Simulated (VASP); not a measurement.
```yaml
crystal:
  lattice:
    - [0.00000, 2.09870, 2.09870]
    - [2.09870, 0.00000, 2.09870]
    - [2.09870, 2.09870, 0.00000]
  atoms:
    - { symbol: Au, position: [0.00000, 0.00000, 0.00000] }
```

These are TPSS meta-GGA, VASP's PBE PAW potentials (set 64) (plane waves; VASP) values and carry that method's errors. Run with 520 eV cut-off, 15×15×15 Γ-centred mesh, first-order Methfessel-Paxton smearing of 0.10 eV, potentials Au.

**Question.** Give the stress tensor in GPa (positive for a compressed cell).

**Answer.** 
```
-7.97   0.00   0.00
 0.00  -7.97   0.00
 0.00   0.00  -7.97
```
The pressure is its mean diagonal, -7.97 GPa.

The compound is Au in the fcc structure. This cell is one point of a volume scan, at 1.06 of the reference volume.
